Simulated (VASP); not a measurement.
The system is HgTe (Coloradoite).

```
Hg Te
1.0
     0.00000    3.25801    3.25801
     3.25801    0.00000    3.25801
     3.25801    3.25801    0.00000
Hg Te
1 1
Direct
  0.00000 0.00000 0.00000
  0.25000 0.25000 0.25000
```

```yaml
Program: VASP 6.6.1
Task: relaxation of cell and atoms
Functional: HSE06
Potentials_or_basis: VASP PAW PBE potentials, release 64 (Hg, Te)
Cutoff: 520 eV
k_mesh: 6 × 6 × 6
Occupations: gaussian, width 0.03 eV
Spin: no spin polarisation
```

At the start: pressure 0.9 GPa; volume 34.58 Å³/atom.

Problem. How do energy, volume and symmetry change on relaxing?

Solution. Over 3 steps the energy falls by 2.2 meV/atom and the volume is 35.35 Å³/atom (+2.2 %); space group F-43m (No. 216, to 0.05 Å).

Step by step:
```tsv
step	energy change (eV)	largest force (eV/Å)	pressure (GPa)	volume (Å³)
1	0.0000	0.0000	0.92	69.17
2	-0.0039	0.0000	-0.27	71.17
3	-0.0044	0.0000	-0.02	70.70
```

Final structure:
```
Hg Te
1.0
     0.00000    3.28188    3.28188
     3.28188    0.00000    3.28188
     3.28188    3.28188    0.00000
Hg Te
1 1
Direct
  0.00000 0.00000 0.00000
  0.25000 0.25000 0.25000
```

Caveat: the PAW data sets were made with another functional, which shifts forces and pressure a little.
